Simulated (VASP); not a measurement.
Crystal: WS2 (Tungstenite).

```
W S
1.0
     3.18000    0.00000    0.00000
    -1.59000    2.75396    0.00000
     0.00000    0.00000   12.50000
W S
2 4
Cartesian
  0.0000 1.8360 3.1250
  1.5900 0.9180 9.3750
  0.0000 1.8360 7.8125
  1.5900 0.9180 1.5625
  0.0000 1.8360 10.9375
  1.5900 0.9180 4.6875
```

- Program: VASP 6.6.1
- Task: relaxation of cell and atoms
- Functional: PBEsol
- Potentials or basis: VASP PAW PBE potentials, release 64 (W_sv, S)
- Cutoff: 600 eV
- k mesh: 12 × 12 × 3
- Occupations: gaussian, width 0.03 eV
- Spin: no spin polarisation

At the start: pressure -2.6 GPa; volume 18.24 Å³/atom.

Task: How do energy, volume and symmetry change on relaxing?

Result: Over 18 steps the energy falls by 4.0 meV/atom and the volume is 18.13 Å³/atom (-0.6 %); space group P6_3/mmc (No. 194, to 0.05 Å).

The path:
```
step  energy change (eV)  largest force (eV/Å)  pressure (GPa)  volume (Å³)
   1              0.0000                0.1340           -2.56       109.47
   2              0.0294                0.6171            5.37       104.91
   3             -0.0181                0.1422            0.27       107.70
   4             -0.0223                0.0815           -0.07       107.50
   5             -0.0229                0.0217            0.02       107.56
   6             -0.0229                0.0255            0.02       107.55
   7             -0.0230                0.0192            0.07       107.58
   8             -0.0232                0.0019            0.22       107.65
   9             -0.0232                0.0341            0.53       107.80
  10             -0.0233                0.0108            0.34       107.70
  11             -0.0233                0.0101            0.34       107.72
  12             -0.0234                0.0074            0.31       107.77
  13             -0.0235                0.0021            0.26       107.86
  14             -0.0237                0.0085            0.17       108.06
  15             -0.0239                0.0290           -0.02       108.44
  16             -0.0239                0.0326           -0.05       108.51
  17             -0.0240                0.0239           -0.03       108.59
  18             -0.0241                0.0025            0.04       108.81
```

Final structure:
```cif
data_structure
_symmetry_space_group_name_H-M 'P 1'
_symmetry_Int_Tables_number 1
_cell_length_a 3.1468
_cell_length_b 3.1468
_cell_length_c 12.6883
_cell_angle_alpha 90.000
_cell_angle_beta 90.000
_cell_angle_gamma 120.000
_cell_volume 108.81
loop_
_atom_site_label
_atom_site_type_symbol
_atom_site_fract_x
_atom_site_fract_y
_atom_site_fract_z
_atom_site_occupancy
W1 W 0.33333 0.66667 0.25000 1
W2 W 0.66667 0.33333 0.75000 1
S1 S 0.33333 0.66667 0.62641 1
S2 S 0.66667 0.33333 0.12641 1
S3 S 0.33333 0.66667 0.87359 1
S4 S 0.66667 0.33333 0.37359 1
```

Caveat: the PAW data sets were made with another functional, which shifts forces and pressure a little; this functional lacks dispersion, which binds the layers, so the pressure and a relaxed spacing across them are unreliable.
